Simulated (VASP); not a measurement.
# HfIn2Se5 (P3m1) in VASP: further runs

Runs on HfIn2Se5. Level: PBE. Tasks: single point.

Program: VASP 6.6.1. These are calculated values, not measurements. Logs are shortened: lines on timing, memory, paths and dates and some standing lists are left out, and cuts for length are marked.

### Step 1. The structure

Symmetry: P3m1, No. 156, trigonal system. The conventional cell has a = 3.965 Å, b = 3.965 Å, c = 17.637 Å, α = 90.00°, β = 90.00°, γ = 120.00°. Hf (site symmetry 3m) has 6 Se at 2.72 to 2.73 Å as nearest neighbours. In (site symmetry 3m) is surrounded by 4 Se at 2.55 to 2.64 Å. In (site symmetry 3m) has 6 Se at 2.68 to 2.86 Å as nearest neighbours. Around Se (site symmetry 3m) lie 3 In at 2.64 Å. Se (site symmetry 3m) has 4 In at 2.55 to 2.86 Å as nearest neighbours. Se (site symmetry 3m) has 3 In at 2.68 Å as nearest neighbours. Around Se (site symmetry 3m) lie 3 Hf at 2.72 Å. Se (site symmetry 3m) is surrounded by 3 Hf at 2.73 Å.

The cell was built by a generator and needn't be a form met in nature.

### Step 2. Single point, PBE

The input, INCAR:

```
SYSTEM = HfIn2Se5
PREC = Normal
ENCUT = 520
EDIFF = 1E-5
ISMEAR = 0
SIGMA = 0.05
LREAL = Auto
LASPH = .TRUE.
NELM = 80
ALGO = Fast
ISIF = 2
LWAVE = .FALSE.
LCHARG = .FALSE.
GGA = PE
```

The input, KPOINTS:

```
Automatic mesh
0
G
  5 5 1
  0 0 0
```

The input, POSCAR:

```
HfIn2Se5
1.0
    3.9654010000      0.0000000000      0.0000000000
   -1.9827010000      3.4341380000      0.0000000000
    0.0000000000      0.0000000000     17.6374300000
Hf In Se
1 2 5
Direct
    0.0000000000      0.0000000000      0.0000810000
    0.6666670000      0.3333330000      0.6219470000
    0.3333330000      0.6666670000      0.3803090000
    0.0000000000      0.0000000000      0.6965050000
    0.6666670000      0.3333330000      0.4775420000
    0.0000000000      0.0000000000      0.3016080000
    0.3333330000      0.6666670000      0.0835650000
    0.6666670000      0.3333330000      0.9154760000
```

Potentials or basis: VASP PAW PBE potentials, release 64 (Hf_pv, In_d, Se).

Run with:

```sh
> cat potpaw_PBE.64/Hf_pv/POTCAR potpaw_PBE.64/In_d/POTCAR potpaw_PBE.64/Se/POTCAR > POTCAR
> mpirun -np 1 vasp_std > vasp.out
```

OUTCAR:

```text
SYSTEM = HfIn2Se5
   PREC = Normal
   ENCUT = 520
   EDIFF = 1E-5
   ISMEAR = 0
   LREAL = Auto
   LASPH = .TRUE.
   NELM = 80
   ISIF = 2
   GGA = PE

 ion  position               nearest neighbor table
   1  0.000  0.000  0.000-   7 2.72   7 2.72   7 2.72   8 2.73   8 2.73   8 2.73
   2  0.667  0.333  0.622-   5 2.55   4 2.64   4 2.64   4 2.64
   3  0.333  0.667  0.380-   6 2.68   6 2.68   6 2.68   5 2.86   5 2.86   5 2.86
   4  0.000  0.000  0.697-   2 2.64   2 2.64   2 2.64
   5  0.667  0.333  0.478-   2 2.55   3 2.86   3 2.86   3 2.86
   6  0.000  0.000  0.302-   3 2.68   3 2.68   3 2.68
   7  0.333  0.667  0.084-   1 2.72   1 2.72   1 2.72
   8  0.667  0.333  0.915-   1 2.73   1 2.73   1 2.73

  LATTYP: Found a hexagonal cell.
 ALAT       =     3.9654010000
 C/A-ratio  =     4.4478301186

  Lattice vectors:

 A1 = (   3.9654010000,   0.0000000000,   0.0000000000)
 A2 = (  -1.9827010000,   3.4341380000,   0.0000000000)
 A3 = (   0.0000000000,   0.0000000000,  17.6374300000)

Analysis of symmetry for initial positions (statically):
=====================================================================
 Subroutine PRICEL returns:
 Original cell was already a primitive cell.

 Routine SETGRP: Setting up the symmetry group for a
 hexagonal supercell.

 Subroutine GETGRP returns: Found  6 space group operations
 (whereof  6 operations were pure point group operations)
 out of a pool of 24 trial point group operations.

The static configuration has the point symmetry C_3v.

Analysis of symmetry for dynamics (positions and initial velocities):
=====================================================================
 Subroutine PRICEL returns:
 Original cell was already a primitive cell.

 Routine SETGRP: Setting up the symmetry group for a
 hexagonal supercell.

 Subroutine GETGRP returns: Found  6 space group operations
 (whereof  6 operations were pure point group operations)
 out of a pool of 24 trial point group operations.

The dynamic configuration has the point symmetry C_3v.

 Subroutine INISYM returns: Found  6 space group operations
 (whereof  6 operations are pure point group operations),
 and found     1 'primitive' translations

[... 86 lines left out ...]
   EDIFF  = 0.1E-04   stopping-criterion for ELM
   LREAL  =      T    real-space projection
   EDIFFG = 0.1E-03   stopping-criterion for IOM
   NSW    =      0    number of steps for IOM
   IBRION =     -1    ionic relax: 0-MD 1-quasi-New 2-CG
   NFREE  =      0    steps in history (QN), initial steepest desc. (CG)
   ISIF   =      2    stress and relaxation
   ISYM   =      2    0-nonsym 1-usesym 2-fastsym
   POTIM  = 0.5000    time-step for ionic-motion
   TEBEG  =    0.0;   TEEND  =   0.0 temperature during run
   PSTRESS=    0.0 pullay stress
   NELECT =      66.0000    total number of electrons
   NUPDOWN=      -1.0000    fix difference up-down
   EMIN   =  10.00;   EMAX   =-10.00  energy-range for DOS
   EFERMI =   0.00;   METHOD = LEGACY
   ISMEAR =     0;   SIGMA  =   0.05  broadening in eV -4-tet -1-fermi 0-gaus
   EFERMI_NEDOS =   21; number of points for ismear=-14 and -15
   IALGO  =     68    algorithm
   IMIX   =      4    mixing-type and parameters
     AMIX     =   0.40;   BMIX     =  1.00
     AMIX_MAG =   1.60;   BMIX_MAG =  1.00
  volume/ion in A,a.u.               =      30.02       202.60
  Fermi-wavevector in a.u.,A,eV,Ry     =   1.064329  2.011291 15.412642  1.132797
  Thomas-Fermi vector in A             =   2.199844
   LORBIT       =      0    0 simple, 1 ext, 2 COOP (PROOUT), +10 PAW based schemes
   GGA     = PE    functional components
   LHFCALC =     F    Hartree Fock is set to
   AEXX    =    0.0000 exact exchange contribution
   IVDW    =     0    specifies the selected vdW correction
   LEPSILON=     F    determine dielectric tensor
   LRPA    =     F    only Hartree local field effects (RPA)
 non-spin polarized calculation
 RMM-DIIS sequential band-by-band and
 Gauss-broadening in eV      SIGMA  =   0.05
  energy-cutoff  :      520.00
  volume of cell :      240.18
 maximum number of plane-waves:      6503
   NGX = 15   NGY = 15   NGZ = 65

 number of electron      66.0000015 magnetization

 Free energy of the ion-electron system (eV)
  ---------------------------------------------------
  ext. energy  EPLUGINS =         0.00000000
  ---------------------------------------------------
  free energy    TOTEN  =       -38.86788655 eV

  energy without entropy =      -38.86788655  energy(sigma->0) =      -38.86788655

 E-fermi :   2.8410     XC(G=0):  -8.5901

 val. band max:        2.5189179942   @ k =   0.2000  -0.0000   0.0000
 cond. band min:       3.3086672031   @ k =   0.4000  -0.0000   0.0000
 fundamental gap:      0.7897492089
 Fermi energy:         2.8410492091

 k-point     1 :       0.0000    0.0000    0.0000
  band No.  band energies     occupation
      1     -29.2178      2.00000
      2     -29.1316      2.00000
      3     -29.1316      2.00000
      4     -12.2937      2.00000
      5     -12.1745      2.00000
      6     -12.1745      2.00000
[... 199 lines left out ...]
     38       5.0831      0.00000
     39       6.2046      0.00000

------------------------ aborting loop because EDIFF is reached ----------------------------------------

  FORCE on cell =-STRESS in cart. coord.  units (eV):
  Direction    XX          YY          ZZ          XY          YZ          ZX
  --------------------------------------------------------------------------------------
  -------------------------------------------------------------------------------------
  Total        0.3293033      0.3293033     -0.0269513     -0.0000000      0.0000000      0.0000000
  in kB        2.1966783      2.1966783     -0.1797838     -0.0000003      0.0000000      0.0000000
  external PRESSURE =       1.4045243 kB  Pullay stress =       0.0000000 kB

 VOLUME and BASIS-vectors are now :
 -----------------------------------------------------------------------------
  energy-cutoff  :      520.00
  volume of cell :      240.18
      direct lattice vectors                 reciprocal lattice vectors
     3.965401000  0.000000000  0.000000000     0.252181305  0.145596981  0.000000000
    -1.982701000  3.434138000  0.000000000     0.000000000  0.291193889  0.000000000
     0.000000000  0.000000000 17.637430000     0.000000000  0.000000000  0.056697603

 POSITION                                       TOTAL-FORCE (eV/Angst)
 -----------------------------------------------------------------------------------
      0.00000      0.00000      0.00143         0.000000      0.000000     -0.007482
      1.98270      1.14471     10.96955         0.000000     -0.000000     -0.010702
     -0.00000      2.28943      6.70767        -0.000000      0.000000     -0.008310
      0.00000      0.00000     12.28456         0.000000      0.000000      0.028809
      1.98270      1.14471      8.42261         0.000000     -0.000000     -0.007534
      0.00000      0.00000      5.31959         0.000000      0.000000     -0.003209
     -0.00000      2.28943      1.47387        -0.000000      0.000000     -0.014062
      1.98270      1.14471     16.14664        -0.000000      0.000000      0.022490
 -----------------------------------------------------------------------------------
    total drift:                               -0.000897      0.000519      0.091871

  FREE ENERGIE OF THE ION-ELECTRON SYSTEM (eV)
  ---------------------------------------------------
  free  energy   TOTEN  =       -38.8678865506 eV

  energy  without entropy=      -38.8678865506  energy(sigma->0) =      -38.86788655
```

OSZICAR:

```text
N       E                     dE             d eps       ncg     rms          rms(c)
DAV:   1     0.586085198665E+03    0.58609E+03   -0.29408E+04   390   0.165E+03
DAV:   2     0.470423127170E+02   -0.53904E+03   -0.52441E+03   413   0.414E+02
DAV:   3    -0.367006155305E+02   -0.83743E+02   -0.81770E+02   493   0.164E+02
[... 12 lines left out ...]
RMM:  16    -0.388689761343E+02    0.26499E-02   -0.34750E-03   501   0.142E-01    0.495E-02
RMM:  17    -0.388683345705E+02    0.64156E-03   -0.11661E-03   475   0.844E-02    0.337E-02
RMM:  18    -0.388679079646E+02    0.42661E-03   -0.97804E-04   478   0.755E-02    0.197E-02
RMM:  19    -0.388678817268E+02    0.26238E-04   -0.50399E-04   471   0.574E-02    0.650E-03
RMM:  20    -0.388678865506E+02   -0.48238E-05   -0.73015E-05   412   0.357E-02
   1 F= -.38867887E+02 E0= -.38867887E+02  d E =-.650862E-20
```

stdout:

```text
POSCAR found type information on POSCAR HfInSe
 POSCAR found :  3 types and       8 ions
 scaLAPACK will be used
 -----------------------------------------------------------------------------
|                                                                             |
|                                                                             |
|     You have a (more or less) 'small supercell' and for smaller cells       |
|     it is recommended to use the reciprocal-space projection scheme!        |
|     The real-space optimization is not efficient for small cells and it     |
|     is also less accurate ...                                               |
|     Therefore, set LREAL=.FALSE. in the INCAR file.                         |
|                                                                             |
 -----------------------------------------------------------------------------

 LDA part: xc-table for (Slater+PW92), standard interpolation
 POSCAR, INCAR and KPOINTS ok, starting setup
 FFT: planning ... GRIDC
 FFT: planning ... GRID_SOFT
 FFT: planning ... GRID
 WAVECAR not read
 entering main loop
```

It took 75 s on 1 thread of AMD EPYC 7R43 (Zen 3), shared host; peak memory 0.2 GiB.

Results:

* Free energy: -38.8679 eV
* Pressure: 0.1 GPa
* Largest force: 0.029 eV/Å
* Band gap on the k mesh: 0.79 eV, indirect (least direct gap 0.92 eV)

Forces on the atoms (eV/Å):
```
Hf   0.000  0.000 -0.007
In   0.000  0.000 -0.011
In   0.000  0.000 -0.008
Se   0.000  0.000  0.029
Se   0.000  0.000 -0.008
Se   0.000  0.000 -0.003
Se   0.000  0.000 -0.014
Se   0.000  0.000  0.022
```

Stress tensor (GPa, compression positive):
```
 0.22  0.00  0.00
 0.00  0.22  0.00
 0.00  0.00 -0.02
```

Caveat: spin-orbit coupling is left out, which moves the levels of the heavy elements; an odd mesh through Γ misses points on the zone boundary, where band edges often lie; this functional lacks dispersion, which binds the layers, so the pressure and a relaxed spacing across them are unreliable. A hybrid or GW would open this gap; PBE tends to underestimate it.

### Step 3. Single point, PBE

This run uses another cell than the first one, of 29.11 Å³/atom, 0.970 times its volume.

INCAR, as its differences from that of step 2:

```diff
@@ -5,3 +5,3 @@
 ISMEAR = 0
-SIGMA = 0.05
+SIGMA = 0.15
 LREAL = Auto
```

The input, KPOINTS:

```
Automatic mesh
0
G
  7 7 2
  0 0 0
```

The input, POSCAR:

```
HfIn2Se5
1.0
    3.9172990000      0.0000000000      0.0000000000
   -1.9586500000      3.3924810000      0.0000000000
    0.0000000000      0.0000000000     17.5258800000
Hf In Se
1 2 5
Direct
    0.0000000000      0.0000000000      0.0000000000
    0.3333330000      0.6666670000      0.3913870000
    0.6666670000      0.3333330000      0.6086130000
    0.6666670000      0.3333330000      0.9140970000
    0.3333330000      0.6666670000      0.0859030000
    0.6666670000      0.3333330000      0.3120720000
    0.3333330000      0.6666670000      0.6879280000
    0.0000000000      0.0000000000      0.5000000000
```

Potentials or basis: VASP PAW PBE potentials, release 64 (Hf_pv, In_d, Se).

Run with:

```sh
> cat potpaw_PBE.64/Hf_pv/POTCAR potpaw_PBE.64/In_d/POTCAR potpaw_PBE.64/Se/POTCAR > POTCAR
> mpirun -np 1 vasp_std > vasp.out
```

OUTCAR:

```text
SYSTEM = HfIn2Se5
   PREC = Normal
   ENCUT = 520
   EDIFF = 1E-5
   ISMEAR = 0
   LREAL = Auto
   LASPH = .TRUE.
   NELM = 80
   ISIF = 2
   GGA = PE

 ion  position               nearest neighbor table
   1  0.000  0.000  0.000-   4 2.72   5 2.72   4 2.72   5 2.72   4 2.72   5 2.72
   2  0.333  0.667  0.391-   6 2.65   6 2.65   6 2.65   8 2.96   8 2.96   8 2.96
   3  0.667  0.333  0.609-   7 2.65   7 2.65   7 2.65   8 2.96   8 2.96   8 2.96
   4  0.667  0.333  0.914-   1 2.72   1 2.72   1 2.72
   5  0.333  0.667  0.086-   1 2.72   1 2.72   1 2.72
[... 878 lines left out ...]
  Total       -0.0428799     -0.0428799      0.0133206      0.0000000      0.0000000     -0.0000000
  in kB       -0.2949717     -0.2949718      0.0916329      0.0000000      0.0000000     -0.0000000
  external PRESSURE =      -0.1661035 kB  Pullay stress =       0.0000000 kB

 VOLUME and BASIS-vectors are now :
 -----------------------------------------------------------------------------
  energy-cutoff  :      520.00
  volume of cell :      232.91
      direct lattice vectors                 reciprocal lattice vectors
     3.917299000  0.000000000  0.000000000     0.255277935  0.147384798  0.000000000
    -1.958650000  3.392481000  0.000000000     0.000000000  0.294769521  0.000000000
     0.000000000  0.000000000 17.525880000     0.000000000  0.000000000  0.057058476

 POSITION                                       TOTAL-FORCE (eV/Angst)
 -----------------------------------------------------------------------------------
      0.00000      0.00000      0.00000         0.000000      0.000000      0.000000
     -0.00000      2.26166      6.85940         0.000000      0.000000      0.001373
      1.95865      1.13083     10.66648        -0.000000     -0.000000     -0.001373
      1.95865      1.13083     16.02035         0.000000     -0.000000      0.005300
     -0.00000      2.26166      1.50553        -0.000000      0.000000     -0.005300
      1.95865      1.13083      5.46934         0.000000     -0.000000     -0.000773
     -0.00000      2.26166     12.05654        -0.000000      0.000000      0.000773
      0.00000      0.00000      8.76294         0.000000      0.000000      0.000000
 -----------------------------------------------------------------------------------
    total drift:                                0.000000     -0.000000      0.000000

  FREE ENERGIE OF THE ION-ELECTRON SYSTEM (eV)
  ---------------------------------------------------
  free  energy   TOTEN  =       -38.8701130213 eV

  energy  without entropy=      -38.8672481675  energy(sigma->0) =      -38.86868059
```

Run time: 3.4 min. Hardware: 1 thread of AMD EPYC 7R43 (Zen 3), shared host; peak memory 0.24 GiB.

What came out:

```
Free energy            : -38.8701 eV
Pressure               : 0.0 GPa
Largest force          : 0.005 eV/Å
Band gap on the k mesh : 0.39 eV, indirect (least direct gap 0.73 eV)
```

Forces in eV/Å, atoms in the order of the input:
```
Hf   0.000  0.000  0.000
In   0.000  0.000  0.001
In   0.000  0.000 -0.001
Se   0.000  0.000  0.005
Se   0.000  0.000 -0.005
Se   0.000  0.000 -0.001
Se   0.000  0.000  0.001
Se   0.000  0.000  0.000
```

Caveat: spin-orbit coupling is left out, which moves the levels of the heavy elements; an odd mesh through Γ misses points on the zone boundary, where band edges often lie; this functional lacks dispersion, which binds the layers, so the pressure and a relaxed spacing across them are unreliable.
